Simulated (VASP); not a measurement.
Runs of VASP 6.6.1 on TiCl4. The cell holds a molecule in a box, 5 atoms: a = 13.871 Å, b = 14.371 Å, c = 14.871 Å, α = 90.00°, β = 90.00°, γ = 90.00°. 

```tsv
task	level	cell	atoms held fixed (from 0)	gap on the mesh (eV)	largest force (eV/Å)
single point	PBE	as given	-	3.65	(a)
single point	RPBE+D3(BJ)	as given	-	3.68	0.02
relaxation of the atoms	PBE+D3(BJ)	atoms relaxed	[0]	3.65	-
single point	RPBE	as given	-	3.68	0.28
```

Alike in all rows: potentials or basis VASP PAW PBE potentials, release 64 (Ti_sv, Cl); no spin polarisation; k mesh 1 × 1 × 1; cutoff (eV) 400; smearing gaussian 0.01 eV.

Problem. Estimate the missing entries.

Solution. (a) 0.03.

Caveats: the PAW data sets were made with another functional, which shifts forces and pressure a little (some runs).

